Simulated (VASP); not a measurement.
Consider the following.

```xyz
2
Lattice="1.5006 -2.5992 0.0000 1.5006 2.5992 0.0000 0.0000 0.0000 5.9474" Properties=species:S:1:pos:R:3 pbc="T T T"
Cd     1.5006     0.8664     1.4868
Cd     1.5006    -0.8664     4.4605
```

Calculation: PW91 GGA, VASP's PBE PAW potentials (set 64) (plane waves; VASP). Run with 520 eV cut-off, 16×16×7 Γ-centred mesh, tetrahedra with Blöchl corrections, potentials Cd.

Task: Predict the energy per atom (σ→0), band gap (on the k-mesh) with the smallest direct gap where there is one.

Result: 
- band gap (on the k-mesh) = none (metal, semimetal or under 0.01 eV)
- energy per atom (σ→0) = -0.767 eV/atom

Total energies compare only between runs with the same potentials, cut-off and functional.

The compound is Cd in the hcp structure. It was relaxed first, which changed the volume by +7 %.
